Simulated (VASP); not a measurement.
```yaml
crystal:
  lattice:
    - [1.78245, -3.08729, 0.00000]
    - [1.78245, 3.08729, 0.00000]
    - [0.00000, 0.00000, 4.04887]
  atoms:
    - { symbol: Pt, position: [0.00000, 0.00000, 0.00000] }
    - { symbol: Se, position: [0.33333, 0.66667, 0.29869] }
    - { symbol: Se, position: [0.66667, 0.33333, 0.70131] }
```

Level of theory: LDA (Ceperley-Alder, Perdew-Zunger), VASP's LDA PAW potentials (set 64) (plane waves; VASP 6.6.1). Run with 500 eV cut-off, 10×10×8 Γ-centred mesh, first-order Methfessel-Paxton smearing of 0.10 eV, potentials Pt Se.

Unless said otherwise, spin-orbit coupling is left out, though it shifts the bands of the heavy elements here.

Estimate the energy per atom (σ→0), pressure, band gap (on the k-mesh) with the smallest direct gap where there is one.

```
Property                                                     Value
------------------------  ----------------------------------------
band gap (on the k-mesh)  none (metal, semimetal or under 0.01 eV)
energy per atom (σ→0)                               -5244 meV/atom
pressure                                                 45.00 GPa
```

The absolute energy has meaning only against runs of the same code, potentials and settings.

The compound is PtSe2 in the 1T layered structure. It was relaxed first under an external pressure of 45 GPa.
